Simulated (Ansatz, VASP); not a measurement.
## GaAs in two plane-wave programs

One calculation is typed for both programs; each brings its own data sets. How far apart do they land? The cell is taken from a series of runs on this material, whose earlier steps may have relaxed, scaled, displaced or heated it; both programs get it as it stands.

Main program and level: Ansatz 0.2.0; plane waves, with VASP 6.6.1 beside it; zone-centre phonons at PBE.

## Step 1: Set-up

Symmetry: F-43m, No. 216, cubic system. The conventional cell has a = 5.548 Å, b = 5.548 Å, c = 5.548 Å, α = 90.00°, β = 90.00°, γ = 90.00°. Nearest to Ga lie 4 As at 2.40 Å. Nearest to As lie 4 Ga at 2.40 Å. Farther neighbours are not listed.

## Step 2: Ansatz: zone-centre phonons, PBE, pair 1

Ansatz runs on its PAW soft_1 files.

Second derivatives magnify differences that forces hide, and they need a tight electronic threshold.

File input.yaml:

```yaml
crystal:
  lattice:
    - [0.0, 2.7738000456, 2.7738000456]
    - [2.7738000456, 0.0, 2.7738000456]
    - [2.7738000456, 2.7738000456, 0.0]
  atoms:
    - { symbol: Ga, position: [0.0, 0.0, 0.0] }
    - { symbol: As, position: [0.75, 0.75, 0.75] }
kpoints:
  mp_grid: { grid: [12, 12, 12] }
hamiltonian:
  xc: pbe
  pseudopotentials: { kind: paw, azcp: { folder: soft_1 } }
scf:
  occupations: { method: fixed }
output:
  eigenvalues: true
phonons:
  method: dfpt
```

Launch:

```bash
$ ansatz run input.yaml --threads 4 --pin off --max-ram 10240MiB --backend cpu --events-out ev --progress --plain --runs-dir out
```

Numbers of over 12 decimals in the logs are rounded to 6 here.

The program printed:

```text
zone centre: on kpoints.mp_grid the ground state, and the responses unless they are solved on pairs of k-points, stand on 163 of the mesh's 1728 k-points, reduced under 8 symmetry operations, with k and −k counted as one. Each operation leaves every solved displacement unchanged or reverses it
Engine: ansatz 0.2.0, aarch64-unknown-linux-gnu
Pseudopotentials: kind: paw
Pseudopotential: Ga, paw, valence charge 13, recommended cutoff 420 eV (normal), soft_1/Ga.paw.azcp
Pseudopotential: As, paw, valence charge 15, recommended cutoff 420 eV (normal), soft_1/As.paw.azcp
Functional definition: PBE
  parameter kappa = 0.804
  parameter beta = 0.066725
  exchange = pbe_x(kappa = kappa, mu = beta*pi^2/3)
  correlation = pbe_c(beta = beta)
Crystal: 2 atoms, lattice volume = 42.683 Å³
Basis set: ecut = 420 eV, 869 PW (Γ), exchange–correlation on 54×54×54 points (8 copies of the dense FFT grid, shifted against one another)
Bands: 18, of which v1, the nominal top of the filled ones, is band 14 counted from 1 (13 counted from 0)
Symmetry: 24 space group operations
k-points: 163 of 1728 (irreducible under 8 space group operations, time reversal used)
Non-local potential: Ga, projectors of the file, l = 0: 2, l = 1: 2, l = 2: 3, l = 3: 1
Non-local potential: As, projectors of the file, l = 0: 2, l = 1: 2, l = 2: 3, l = 3: 1
PAW form: soft (Blöchl's): semilocal exchange-correlation on the pseudo side does not see the compensation charge
PAW one-centre angular grid: Ga, 590 points (default); XC on 64 Gauss nodes
PAW one-centre angular grid: As, 590 points (default); XC on 64 Gauss nodes
Initial density: superposition of atomic densities (chi_scale 0.1, normalization cell, long waves kept (reshape's long-wave potential 0.00 eV rms))
Initial wavefunctions: pseudopotential atomic-orbital guess
Functional: x = pbe(κ = 0.804, μ = 0.219515), c = pbe(β = 0.066725)
SCF iter   1: F=—  HF=-8639.850988 eV  |F-HF|=—  |Δ(HF+E_count)|=         —  Δρ=4.56e-2  dr2=5.06e-1  ethr=3.10e-3  ⟨swp⟩=4.8  Hψ=12934  notcnv=0  defer=298
preconditioner: auto → none  [insulator: Δε(μ)=0.957 eV  Ē_g=16.001 eV  n_scr=14 (ndim 8)  ℏωp=24.1 eV  f_vac=0.000  ε∞_Penn≈3.3]
SCF iter   2: F=—  HF=-8639.775257 eV  |F-HF|=—  |Δ(HF+E_count)|=   7.57e-2  Δρ=1.97e-2  dr2=9.17e-2  ethr=1.81e-3  ⟨swp⟩=2.0  Hψ=4597  notcnv=0  defer=293
SCF iter   3: F=—  HF=-8639.768937 eV  |F-HF|=—  |Δ(HF+E_count)|=   6.32e-3  Δρ=5.66e-3  dr2=7.13e-3  ethr=3.28e-4  ⟨swp⟩=2.1  Hψ=4793  notcnv=0  defer=299
SCF iter   4: F=—  HF=-8639.762997 eV  |F-HF|=—  |Δ(HF+E_count)|=   5.94e-3  Δρ=9.31e-4  dr2=1.36e-4  ethr=2.55e-5  ⟨swp⟩=2.6  Hψ=4845  notcnv=0  defer=315
SCF iter   5: F=—  HF=-8639.763095 eV  |F-HF|=—  |Δ(HF+E_count)|=   9.79e-5  Δρ=2.37e-4  dr2=1.66e-5  ethr=4.86e-7  ⟨swp⟩=2.0  Hψ=5542  notcnv=0  defer=318
SCF iter   6: F=—  HF=-8639.763098 eV  |F-HF|=—  |Δ(HF+E_count)|=   3.27e-6  Δρ=6.78e-5  dr2=1.02e-6  ethr=5.94e-8  ⟨swp⟩=2.0  Hψ=5216  notcnv=0  defer=279
SCF iter   7: F=—  HF=-8639.763098 eV  |F-HF|=—  |Δ(HF+E_count)|=   1.77e-7  Δρ=1.13e-5  dr2=3.59e-8  ethr=3.65e-9  ⟨swp⟩=2.0  Hψ=4406  notcnv=0  defer=2
SCF iter   8: F=—  HF=-8639.763098 eV  |F-HF|=—  |Δ(HF+E_count)|=   4.41e-8  Δρ=2.53e-6  dr2=1.88e-9  ethr=1.28e-10  ⟨swp⟩=2.0  Hψ=5220  notcnv=0  defer=2
SCF iter   9: F=-8639.763098 eV  HF=-8639.763098 eV  |F-HF|=2.04e-10  |Δ(HF+E_count)|=   2.49e-9  Δρ=5.15e-7  dr2=9.94e-11  ethr=1.00e-12  ⟨swp⟩=6.9  Hψ=20904  notcnv=0
SCF 1 converged in 9 iterations: F = -8639.763098 eV  dr2 = 9.94e-11
  greatest PAW one-centre occupation: 0.999 electrons in one spin orbital (limit 2), on the As atom at site 1 (counted from 0), in its partial waves of l = 2
DFPT response loops at Γ: preconditioner auto → none (the input reference at scf.mixing.eps_inf says where Resta's filter doesn't serve); β = 0.50; Broyden in place of MSR1
SCF converged after 9 iterations
Free energy (F): -8639.763098 eV
Harris-Foulkes:  -8639.763098 eV  (|F-HF|=2.04e-10)
Internal energy: -8639.763098 eV  (E = F + TS)
E sigma→0 (E₀):  -8639.763098 eV
Fermi energy:    8.705744 eV
--- Per-component energies (eV) ---
  E_band       = -300.795004
  E_kinetic    = 211.619244
  E_local      = -3574.514349  (includes V_loc(G=0)·N_el)
  E_nonlocal   = -486.103780
  E_hartree    = 2099.300604
  E_xc         = -134.859128
  E_vxc        = -131.240520  (∫ρ·V_xc dr)
  E_paw        = -4004.863438  (= ΣΔE_a)
  E_vpaw       = -519.156437  (= ΣTr[D̂ρ^β])
  E_aug_tail   = -0.000293  (compensation charges beyond the density's cutoff)
  E_ewald      = -2750.341956
  E_smearing   = -0.000000  (= −TS)
  E_closure    = -0.000000  (closes the sum)
  Σ components = -8639.763098   (vs F -8639.763098, Δ=0.00e0)
--- Band table (eV; the first three rows and the last of 163) ---
  k-point 0: bands = [... 10 lower, -4.4449, 8.7057, 8.7057, 8.7057, 9.6592, 12.4590, 12.4590, 12.4590]
  k-point 1: bands = [... 10 lower, -4.3554, 7.5510, 8.5814, 8.5814, 10.3891, 12.6412, 12.6412, 12.6562]
  k-point 2: bands = [... 10 lower, -4.0952, 5.9700, 8.2915, 8.2915, 10.5817, 13.0437, 13.0437, 13.5841]
  k-point 162: bands = [... 10 lower, -1.6150, 1.8360, 4.8985, 5.0929, 13.4568, 13.5954, 14.3050, 14.7792]
--- Phonons (Γ-DFPT): 2 representative perturbations + reference, on 163 of 1728 k-points (Σ response iterations 6) ---
  k mesh reduced under 8 symmetry operations, with k and −k counted as one. Each operation leaves every solved displacement unchanged or reverses it
  ASR residual: 2.464e-4 → 0.000e0 eV/Å²; symmetrization residual: 1.590e-6 eV/Å²
  ASR residual per site (eV/Å²): 1.61e-6 2.46e-4
  Γ frequencies (cm⁻¹): 0.00 0.00 0.00 285.94 285.94 285.94
  non-analytic LO–TO correction: not included (Born effective charges unavailable; polar crystals: no LO–TO splitting at Γ)
```

The column dr2 measures how far the density is from self-consistency, as an energy; F and HF (Harris–Foulkes) agree once it is small.

## Step 3: VASP: zone-centre phonons, PBE, pair 1

The same cell, functional and mesh now go to VASP, with its own data sets.

Lines of VASP's logs that name or quote its potential files are left out, and so is its time.

File INCAR:

```
SYSTEM = GaAs
PREC = Accurate
ENCUT = 500
EDIFF = 1E-08
NELM = 120
ISMEAR = 0
SIGMA = 0.01
LREAL = .FALSE.
ALGO = Normal
GGA = PE
NBANDS = 15
LORBIT = 11
LWAVE = .FALSE.
LCHARG = .FALSE.
ISIF = 2
IBRION = 8
LASPH = .TRUE.
GGA_COMPAT = .FALSE.
EFERMI = MIDGAP
KPAR = 2
```

File POSCAR:

```
GaAs
1.0
    0.0000000000      2.7738000456      2.7738000456
    2.7738000456      0.0000000000      2.7738000456
    2.7738000456      2.7738000456      0.0000000000
Ga As
1 1
Direct
    0.0000000000      0.0000000000      0.0000000000
    0.7500000000      0.7500000000      0.7500000000
```

File KPOINTS:

```
Automatic mesh
0
Gamma
12 12 12
0 0 0
```

Potentials, in the order of the species: Ga_d and As (PBE family, release 64).

Launch:

```bash
$ mpirun -np 2 vasp_std
```

The program printed:

```text
[banner, memory and clock lines left out]
running    2 mpi-ranks, on    1 nodes
 distrk:  each k-point on    1 cores,    2 groups
 distr:  one band on    1 cores,    1 groups

 POSCAR found type information on POSCAR GaAs
 POSCAR found :  2 types and       2 ions
 LDA part: xc-table for (Slater+PW92), standard interpolation
 POSCAR, INCAR and KPOINTS ok, starting setup
 FFT: planning ... GRIDC
 FFT: planning ... GRID_SOFT
 FFT: planning ... GRID
 WAVECAR not read
 entering main loop
       N       E                     dE             d eps       ncg     rms          rms(c)
DAV:   1     0.828678583886E+02    0.82868E+02   -0.89627E+03  2230   0.165E+03
DAV:   2    -0.202621654817E+01   -0.84894E+02   -0.81113E+02  2447   0.317E+02
DAV:   3    -0.823890420225E+01   -0.62127E+01   -0.61895E+01  2552   0.686E+01
DAV:   4    -0.833113079243E+01   -0.92227E-01   -0.92196E-01  2619   0.922E+00
DAV:   5    -0.833248514824E+01   -0.13544E-02   -0.13543E-02  2736   0.100E+00    0.309E+00
DAV:   6    -0.818303459338E+01    0.14945E+00   -0.22376E-01  3330   0.895E+00    0.188E+00
DAV:   7    -0.815955834332E+01    0.23476E-01   -0.73386E-02  2806   0.213E+00    0.570E-01
DAV:   8    -0.816031831157E+01   -0.75997E-03   -0.10939E-02  2678   0.127E+00    0.130E-01
DAV:   9    -0.816070533745E+01   -0.38703E-03   -0.99598E-04  2552   0.362E-01    0.483E-02
DAV:  10    -0.816076471720E+01   -0.59380E-04   -0.76225E-05  2916   0.108E-01    0.262E-02
DAV:  11    -0.816081056061E+01   -0.45843E-04   -0.64525E-05  2412   0.640E-02    0.259E-03
DAV:  12    -0.816081088710E+01   -0.32649E-06   -0.12071E-06  2744   0.172E-02    0.145E-03
DAV:  13    -0.816081106267E+01   -0.17557E-06   -0.42842E-07  2573   0.455E-03    0.662E-04
DAV:  14    -0.816081105219E+01    0.10478E-07   -0.51475E-09  2207   0.619E-04    0.459E-04
DAV:  15    -0.816081108974E+01   -0.37541E-07   -0.20441E-09  1878   0.332E-04    0.359E-05
DAV:  16    -0.816081109286E+01   -0.31214E-08   -0.24452E-10  1304   0.147E-04
   1 F= -.81608111E+01 E0= -.81608111E+01  d E =0.000000E+00
 Linear response reoptimize wavefunctions to high precision
DAV:   1    -0.816081108954E+01    0.33206E-08   -0.60660E-11  1528   0.738E-05
DAV:   2    -0.816081108950E+01    0.36380E-10   -0.16173E-11  1255   0.403E-05
 Linear response DOF=           2
 Linear response progress:
  Degree of freedom:   1/  2
       N       E                     dE             d eps       ncg     rms          rms(c)
RMM:   1    -0.164716903698E+00   -0.16472E+00    0.91777E-02 10663   0.823E+00
RMM:   2    -0.163227453200E+00    0.14895E-02   -0.25348E-02 16099   0.137E+00    0.438E-02
RMM:   3    -0.163517680381E+00   -0.29023E-03   -0.35104E-03 16854   0.405E-01    0.288E-02
RMM:   4    -0.163360348895E+00    0.15733E-03   -0.13775E-03 17774   0.168E-01    0.814E-03
RMM:   5    -0.163366732079E+00   -0.63832E-05   -0.10106E-04 17653   0.428E-02    0.361E-03
RMM:   6    -0.163377999048E+00   -0.11267E-04   -0.33157E-05 17015   0.160E-02    0.464E-04
RMM:   7    -0.163377119018E+00    0.88003E-06   -0.18025E-05 17634   0.665E-03    0.267E-04
RMM:   8    -0.163378405897E+00   -0.12869E-05   -0.92034E-06 17049   0.279E-03    0.546E-05
RMM:   9    -0.163378210149E+00    0.19575E-06   -0.43670E-06 17643   0.119E-03    0.199E-05
RMM:  10    -0.163378137194E+00    0.72956E-07   -0.25345E-06 17315   0.535E-04    0.625E-06
RMM:  11    -0.163377956044E+00    0.18115E-06   -0.10224E-06 17220   0.248E-04    0.212E-06
RMM:  12    -0.163377843943E+00    0.11210E-06    0.19746E-07 17749   0.127E-04    0.254E-06
RMM:  13    -0.163377806753E+00    0.37190E-07    0.82636E-07 17496   0.699E-05    0.164E-06
RMM:  14    -0.163377798234E+00    0.85183E-08    0.10670E-06 16972   0.437E-05    0.131E-07
RMM:  15    -0.163377793827E+00    0.44073E-08    0.11514E-06 14341   0.315E-05    0.167E-07
RMM:  16    -0.163377786903E+00    0.69246E-08    0.12224E-06  9925   0.258E-05    0.115E-07
RMM:  17    -0.163377782414E+00    0.44885E-08    0.12554E-06  8388   0.233E-05    0.525E-08
 first order change of Fermi-energy   0.11193E+01
 force on displaced ion       1 direction 1 : -10.942   0.000   0.000
 Linear response progress:
  Degree of freedom:   2/  2
       N       E                     dE             d eps       ncg     rms          rms(c)
RMM:   1    -0.441596114987E-01   -0.44160E-01    0.62819E-02 18693   0.159E+00
RMM:   2    -0.434357820479E-01    0.72383E-03   -0.44771E-03 15105   0.428E-01    0.842E-02
RMM:   3    -0.435041668821E-01   -0.68385E-04   -0.41752E-04 16759   0.131E-01    0.477E-02
RMM:   4    -0.438250411137E-01   -0.32087E-03   -0.88933E-05 16840   0.583E-02    0.475E-03
RMM:   5    -0.438343001132E-01   -0.92590E-05   -0.85766E-06 17384   0.161E-02    0.254E-03
RMM:   6    -0.438202421198E-01    0.14058E-04   -0.27093E-07 16746   0.540E-03    0.729E-04
RMM:   7    -0.438196128261E-01    0.62929E-06    0.13210E-07 17188   0.192E-03    0.241E-04
RMM:   8    -0.438185603495E-01    0.10525E-05    0.44860E-08 16476   0.761E-04    0.455E-05
RMM:   9    -0.438185338253E-01    0.26524E-07    0.54946E-08 17093   0.273E-04    0.937E-06
RMM:  10    -0.438184754996E-01    0.58326E-07    0.86336E-08 17007   0.104E-04    0.376E-06
RMM:  11    -0.438184848820E-01   -0.93824E-08    0.87345E-08 16978   0.435E-05    0.122E-06
 first order change of Fermi-energy  -0.11189E+01
 force on displaced ion       2 direction 1 : -10.923  -0.000  -0.000
 Linear response finished
```

Parts of OUTCAR (step 3):

```text
ion  position               nearest neighbor table
   1  0.000  0.000  0.000-   2 2.40   2 2.40   2 2.40   2 2.40
   2  0.750  0.750  0.750-   1 2.40   1 2.40   1 2.40   1 2.40

  LATTYP: Found a face centered cubic cell.
 ALAT       =     5.5476000912

 Subroutine GETGRP returns: Found 24 space group operations
 (whereof 24 operations were pure point group operations)

The static configuration has the point symmetry T_d .

 Found     72 irreducible k-points:

   k-points           NKPTS =     72   k-points in BZ     NKDIM =     72   number of bands    NBANDS=     15

   dimension x,y,z NGX =    30 NGY =   30 NGZ =   30
   dimension x,y,z NGXF=    60 NGYF=   60 NGZF=   60

   ENCUT  =  500.0 eV  36.75 Ry    6.06 a.u.   7.15  7.15  7.15*2*pi/ulx,y,z

   NELECT =      18.0000    total number of electrons

 k-points in reciprocal lattice and weights: Automatic mesh
   0.00000000  0.00000000  0.00000000       0.001
   0.08333333  0.00000000  0.00000000       0.005
   0.16666667  0.00000000  0.00000000       0.005
   0.25000000  0.00000000  0.00000000       0.005
   0.33333333  0.00000000  0.00000000       0.005
   0.41666667  0.00000000  0.00000000       0.005
   0.50000000  0.00000000  0.00000000       0.002
   0.08333333  0.08333333  0.00000000       0.003
   0.16666667  0.08333333  0.00000000       0.014
[...]
-0.33333333  0.50000000  0.16666667       0.007
  -0.25000000  0.50000000  0.25000000       0.003

 average (electrostatic) potential at core
       1 -65.9266       2 -49.8335

  Total        2.2411028      2.2411028      2.2411028      0.0000000      0.0000000     -0.0000000
  in kB       84.1234167     84.1234167     84.1234167      0.0000000      0.0000000     -0.0000000
  external PRESSURE =      84.1234167 kB  Pullay stress =       0.0000000 kB

  energy-cutoff  :      500.00
  volume of cell :       42.68
      direct lattice vectors                 reciprocal lattice vectors
     0.000000000  2.773800046  2.773800046    -0.180258127  0.180258127  0.180258127
     2.773800046  0.000000000  2.773800046     0.180258127 -0.180258127  0.180258127
     2.773800046  2.773800046  0.000000000     0.180258127  0.180258127 -0.180258127

 POSITION                                       TOTAL-FORCE (eV/Angst)
 -----------------------------------------------------------------------------------
      0.00000      0.00000      0.00000         0.000000      0.000000     -0.000000
      4.16070      4.16070      4.16070        -0.000000     -0.000000      0.000000
 -----------------------------------------------------------------------------------
    total drift:                                0.000000      0.000000      0.000000

 Eigenvectors and eigenvalues of the dynamical matrix
 ----------------------------------------------------

   1 f  =    8.601603 THz    54.045468 2PiTHz  286.918604 cm-1    35.573357 meV
             X         Y         Z           dx          dy          dz
      0.000000  0.000000  0.000000    -0.000000    0.720001    0.000000
      4.160700  4.160700  4.160700     0.000000   -0.693973   -0.000000

   2 f  =    8.601603 THz    54.045468 2PiTHz  286.918604 cm-1    35.573357 meV
             X         Y         Z           dx          dy          dz
      0.000000  0.000000  0.000000     0.720001   -0.000000    0.000000
      4.160700  4.160700  4.160700    -0.693973   -0.000000    0.000000

   3 f  =    8.601603 THz    54.045468 2PiTHz  286.918604 cm-1    35.573357 meV
             X         Y         Z           dx          dy          dz
      0.000000  0.000000  0.000000     0.000000    0.000000    0.720001
      4.160700  4.160700  4.160700     0.000000    0.000000   -0.693973

   4 f/i=    0.003699 THz     0.023241 2PiTHz    0.123382 cm-1     0.015297 meV
             X         Y         Z           dx          dy          dz
      0.000000  0.000000  0.000000     0.036129   -0.247419   -0.647362
      4.160700  4.160700  4.160700     0.037484   -0.256699   -0.671641

   5 f/i=    0.003699 THz     0.023241 2PiTHz    0.123382 cm-1     0.015297 meV
             X         Y         Z           dx          dy          dz
      0.000000  0.000000  0.000000    -0.513390    0.425893   -0.191427
      4.160700  4.160700  4.160700    -0.532645    0.441867   -0.198607

   6 f/i=    0.003699 THz     0.023241 2PiTHz    0.123382 cm-1     0.015297 meV
             X         Y         Z           dx          dy          dz
      0.000000  0.000000  0.000000     0.465536    0.488873   -0.160864
      4.160700  4.160700  4.160700     0.482997    0.507209   -0.166897

 ELASTIC MODULI CONTR FROM IONIC RELAXATION (kBar)
 Direction    XX          YY          ZZ          XY          YZ          ZX
 --------------------------------------------------------------------------------
 XX          -0.0000      0.0000      0.0000     -0.0000      0.0000     -0.0000
 YY           0.0000     -0.0000     -0.0000     -0.0000     -0.0000      0.0000
 ZZ           0.0000     -0.0000     -0.0000      0.0000     -0.0000     -0.0000
 XY          -0.0000     -0.0000      0.0000   -339.1621      0.0000      0.0000
 YZ           0.0000     -0.0000     -0.0000      0.0000   -339.1621      0.0000
 ZX          -0.0000      0.0000     -0.0000      0.0000      0.0000   -339.1621
 --------------------------------------------------------------------------------
```

## Step 4: Comparison

Known differences besides the potentials themselves: fixed occupations in Ansatz, narrow Gaussian smearing in VASP; the data sets hold 28 valence electrons in Ansatz (on its PAW soft_1 files) and 18 in VASP; the cutoff is 420 eV in Ansatz and 500 eV in VASP. Total energies have different zeros and are not compared.

The two programs side by side:

```tsv
quantity	Ansatz	VASP	difference
optical mode 1 to 3 (cm⁻¹)	285.9	286.9	-0.34 %
```

Modes are paired by rising frequency, not by their patterns, so a pair may set unlike modes beside each other; they are those without the splitting of longitudinal modes.

[end of part 1 of 2]

[Lines on the potential files, build, host, timing and source positions are cut from VASP's logs without a mark.]

[Logs are printed without paths, hosts, clocks, repeated set-up lines and the standing remarks that a program may print on its own settings, such as how far it seeks lower states.]

[Hosts, paths, dates, database ids (printed as entryN), source tags and the programs' standing remarks are cut or masked in the printed files.]
